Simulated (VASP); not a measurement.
Level of theory: rev-vdW-DF2, VASP's PBE PAW potentials (set 64) (plane waves; VASP 6.6.1).

A VASP calculation is set up with these files.

### KPOINTS
```
Automatic mesh
0
Gamma
8 8 8
0 0 0
```

### INCAR
```
SYSTEM  =  SrVO3
PREC  =  Accurate; ENCUT  =  520; LREAL  =  F
LASPH  =  T
EDIFF  =  1E-7; NELM  =  100; ALGO  =  Normal
LMAXMIX  =  4
ISMEAR  =  1; SIGMA  =  0.1
GGA  =  MK; LUSE_VDW  =  T; AGGAC  =  0.0
PARAM1  =  0.1234568; PARAM2  =  0.7114; ZAB_VDW  =  -1.8867
ISIF  =  2
LWAVE  =  F; LCHARG  =  F
```

POSCAR:
```
SrVO3
1
    3.7590750800     0.0000000000     0.0000000000
    0.0000000000     3.7590750800     0.0000000000
    0.0000000000     0.0000000000     3.7590750800
Sr V O
1 1 3
Direct
  0.0000000000   0.0000000000   0.0000000000
  0.5000000000   0.5000000000   0.5000000000
  0.5000000000   0.0000000000   0.5000000000
  0.0000000000   0.5000000000   0.5000000000
  0.5000000000   0.5000000000   0.0000000000
```

POTCAR, in this order: Sr_sv V_sv O (PBE.64 set). Program: vasp_std.

Q: Estimate the energy per atom (σ→0), pressure, band gap (on the k-mesh).

A: 
| Property | Result |
|---|---|
| energy per atom (σ→0) | -6.205 eV/atom |
| band gap (on the k-mesh) | none (metal, semimetal or under 0.01 eV) |
| pressure | 13.87 GPa |

### OSZICAR
```
...
DAV:  11    -0.310265446712E+02    0.13758E-02   -0.95401E-03  1848   0.873E-01    0.103E-01
DAV:  12    -0.310266056139E+02   -0.60943E-04   -0.47309E-04  2064   0.187E-01    0.927E-02
DAV:  13    -0.310265860440E+02    0.19570E-04   -0.17709E-04  1928   0.119E-01    0.143E-02
DAV:  14    -0.310265868355E+02   -0.79154E-06   -0.12323E-05  2240   0.242E-02    0.120E-02
DAV:  15    -0.310265861276E+02    0.70797E-06   -0.22292E-06  2000   0.102E-02    0.865E-03
DAV:  16    -0.310265859654E+02    0.16214E-06   -0.69868E-07  1912   0.792E-03    0.217E-03
DAV:  17    -0.310265859292E+02    0.36212E-07   -0.72216E-08   904   0.228E-03
   1 F= -.31026586E+02 E0= -.31025827E+02  d E =-.227589E-02
```

The compound is SrVO3 in the cubic perovskite structure. This cell is one point of a volume scan, at 0.94 of the reference volume. The run is not spin-polarised, so no magnetic state was tried. The electron count is odd and the run is not spin-polarised, which forces a metal.
